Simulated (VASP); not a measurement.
TaWC2, 4 atoms in the cell. It takes space group R-3m (No. 166, trigonal). Conventional cell: a = 3.144 Å, b = 3.144 Å, c = 15.305 Å, α = 90.00°, β = 90.00°, γ = 120.00°. W (site symmetry -3m) has 6 C at 2.21 Å as nearest neighbours. Around Ta (site symmetry -3m) lie 6 C at 2.23 Å. C (site symmetry 3m) has 3 W at 2.21 Å and 3 Ta at 2.23 Å as nearest neighbours. The cell comes from a database or a generator and needn't be the stable form of this composition.

* Program: VASP 6.6.1
* Task: band structure
* Functional: PBE
* Potentials or basis: VASP PAW PBE potentials, release 64 (W_sv, Ta_pv, C)
* Cutoff: 900 eV
* k mesh: 7 × 7 × 7
* Occupations: fermi-dirac, width 0.05 eV
* Spin: no spin polarisation
* Further INCAR settings: ALGO = Normal; EDIFF = 1e-06; NBANDS = 24

Potentials or basis: VASP PAW PBE potentials, release 64 (W_sv, Ta_pv, C).

The run is started by

```sh
$ cat potpaw_PBE.64/W_sv/POTCAR potpaw_PBE.64/Ta_pv/POTCAR potpaw_PBE.64/C/POTCAR > POTCAR
$ mpirun -np 1 vasp_std > vasp.out
```

Hardware: 1 thread of AMD EPYC 9R45 96-Core Processor (Zen 5) (shared host).

Question: Estimate the wall time of this run.

Answer: Run time: 7.3 min on 1 thread of AMD EPYC 9R45 96-Core Processor (Zen 5), with other jobs on the host, peak memory 0.44 GiB. Counts: scf iterations 49, k points 44.
